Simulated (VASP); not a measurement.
Input:

```xyz
4
Lattice="2.0980 -3.6339 0.0000 2.0980 3.6339 0.0000 0.0000 0.0000 6.8149" Properties=species:S:1:pos:R:3 pbc="T T T"
Cd     2.0980    -1.2113     3.4075
Cd     2.0980     1.2113     0.0000
S      2.0980    -1.2113     5.9766
S      2.0980     1.2113     2.5692
```

Calculation: PBE GGA, VASP's PBE PAW potentials (set 64) (plane waves; VASP 6.6.1). Settings: 400 eV cut-off, 11×11×6 Γ-centred mesh, Gaussian smearing of 0.010 eV, potentials Cd S.

**Question.** Predict the energy per atom (σ→0).

**Answer.** 
```yaml
energy per atom (σ→0): -296.5 kJ/mol of atoms
```

Total energies compare only between runs with the same potentials, cut-off and functional.

The compound is CdS in the wurtzite structure. It was relaxed first.
